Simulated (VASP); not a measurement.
Output of a VASP run:

File OSZICAR:
```
       N       E                     dE             d eps       ncg     rms          rms(c)
DAV:   1     0.424505099649E+02    0.42451E+02   -0.55402E+03  1960   0.102E+03
DAV:   2    -0.255706270153E+01   -0.45008E+02   -0.42814E+02  1929   0.197E+02
DAV:   3    -0.292521420694E+01   -0.36815E+00   -0.36798E+00  2233   0.220E+01
DAV:   4    -0.292594069065E+01   -0.72648E-03   -0.72648E-03  2151   0.957E-01
DAV:   5    -0.292594578753E+01   -0.50969E-05   -0.50963E-05  2136   0.733E-02    0.404E+00
DAV:   6    -0.270991138615E+01    0.21603E+00   -0.11130E+00  1912   0.112E+01    0.278E+00
DAV:   7    -0.270523904812E+01    0.46723E-02   -0.50208E-03  2000   0.829E-01    0.161E+00
DAV:   8    -0.270322573789E+01    0.20133E-02   -0.71932E-04  1972   0.283E-01    0.441E-02
DAV:   9    -0.270323839628E+01   -0.12658E-04   -0.10117E-05  2203   0.324E-02    0.122E-02
DAV:  10    -0.270324366084E+01   -0.52646E-05   -0.36522E-06  2056   0.240E-02    0.129E-03
DAV:  11    -0.270324359176E+01    0.69080E-07   -0.59325E-08  1500   0.263E-03
   1 F= -.27032436E+01 E0= -.27031074E+01  d E =-.408501E-03
```

### OUTCAR
```
------------------------ aborting loop because EDIFF is reached ----------------------------------------
  FORCE on cell =-STRESS in cart. coord.  units (eV):
  Direction    XX          YY          ZZ          XY          YZ          ZX
  --------------------------------------------------------------------------------------
  Total       -0.4935185     -0.4935185     -0.4935185     -0.0000000      0.0000000     -0.0000000
  in kB      -41.9672046    -41.9672046    -41.9672046     -0.0000000      0.0000000     -0.0000000
  external PRESSURE =     -41.9672046 kB  Pullay stress =       0.0000000 kB
  volume of cell :       18.84
      direct lattice vectors                 reciprocal lattice vectors
     0.000000000  2.111987443  2.111987443    -0.236743832  0.236743832  0.236743832
     2.111987443  0.000000000  2.111987443     0.236743832 -0.236743832  0.236743832
     2.111987443  2.111987443  0.000000000     0.236743832  0.236743832 -0.236743832
 POSITION                                       TOTAL-FORCE (eV/Angst)
 -----------------------------------------------------------------------------------
      0.00000      0.00000      0.00000        -0.000000     -0.000000     -0.000000
 -----------------------------------------------------------------------------------
    total drift:                                0.000000     -0.000000     -0.000000
  FREE ENERGIE OF THE ION-ELECTRON SYSTEM (eV)
  ---------------------------------------------------
  free  energy   TOTEN  =        -2.7032435918 eV

  energy  without entropy=       -2.7028350908  energy(sigma->0) =       -2.70310742
```
(Selected blocks of OUTCAR.)

POSCAR:
```
Ag
1
    0.0000000000     2.1119874431     2.1119874431
    2.1119874431     0.0000000000     2.1119874431
    2.1119874431     2.1119874431     0.0000000000
Ag
1
Direct
  0.0000000000   0.0000000000   0.0000000000
```

Q: Reconstruct the remaining input files.

A: One answer among several that fit: the input of the run itself, PBE GGA, plane waves, VASP's PBE PAW potentials (set 64).

INCAR:
```
SYSTEM = Ag
PREC = Accurate
ENCUT = 480
EDIFF = 1E-7
NELM = 100
ALGO = Normal
LREAL = .FALSE.
LASPH = .TRUE.
ISMEAR = 1
SIGMA = 0.1
GGA = PE
LMAXMIX = 4
LWAVE = .FALSE.
LCHARG = .FALSE.
ISIF = 2
```

**KPOINTS**
```
Automatic mesh
0
Gamma
14 14 14
0 0 0
```

POTCAR, in this order: Ag (PBE.64 set). Program: vasp_std.

The compound is Ag in the fcc structure. This cell was strained or had an atom moved on purpose.
